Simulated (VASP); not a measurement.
Calculation: PBE GGA with spin-orbit coupling, VASP's PBE PAW potentials (set 64) (plane waves; VASP).

A VASP calculation is set up with these files.

### POSCAR
```
BN
1
    1.2520000000    -2.1685280000     0.0000000000
    1.2520000000     2.1685280000     0.0000000000
    0.0000000000     0.0000000000     6.6600000000
B N
2 2
Direct
  0.3333330000   0.6666670000   0.2500000000
  0.6666670000   0.3333330000   0.7500000000
  0.6666670000   0.3333330000   0.2500000000
  0.3333330000   0.6666670000   0.7500000000
```

INCAR:
```
# general
SYSTEM     = BN
PREC       = Accurate
ENCUT      = 520
LREAL      = .FALSE.
LASPH      = .TRUE.

# electronic loop
EDIFF      = 1E-6
NELM       = 100
ALGO       = Normal

# smearing
ISMEAR     = 0
SIGMA      = 0.05

# functional
GGA        = PE
GGA_COMPAT = .FALSE.

# spin
MAGMOM     = 12*0
LSORBIT    = .TRUE.

# ions
ISIF       = 2

# output
LWAVE      = .FALSE.
LCHARG     = .FALSE.
```

File KPOINTS:
```
kpoints
0
Gamma
 9 9 3
```

POTCAR, in this order: B N (PBE.64 set). Program: vasp_ncl.

Question: Predict the energy per atom (σ→0), pressure.

Answer: 
| Property | Value |
|---|---|
| energy per atom (σ→0) | -8.789 eV/atom |
| pressure | 3.40 GPa |

**OSZICAR**
```
...
DAV:   8    -0.351568629280E+02    0.77219E-01   -0.28909E-01  1376   0.417E+00    0.412E-01
DAV:   9    -0.351535717283E+02    0.32912E-02   -0.13093E-02  1416   0.103E+00    0.183E-01
DAV:  10    -0.351545220373E+02   -0.95031E-03   -0.13486E-03  1432   0.318E-01    0.405E-02
DAV:  11    -0.351546046365E+02   -0.82599E-04   -0.11417E-04  1480   0.956E-02    0.225E-02
DAV:  12    -0.351546303442E+02   -0.25708E-04   -0.26573E-05  1416   0.462E-02    0.172E-02
DAV:  13    -0.351546266155E+02    0.37287E-05   -0.12715E-05  1464   0.300E-02    0.254E-03
DAV:  14    -0.351546267745E+02   -0.15900E-06   -0.57616E-07  1016   0.732E-03
   1 F= -.35154627E+02 E0= -.35154627E+02  d E =-.140332E-13  mag=    -0.0000    -0.0000    -0.0000
```

The compound is BN in the hex structure. The cell was not relaxed at this level. The run is one of a series of settings (GGA_COMPAT = .FALSE., LSORBIT = .TRUE., MAGMOM = 0 0 0 0 0 0 0 0 0 0 0 0, program vasp_ncl against the base run), some of them coarse on purpose.
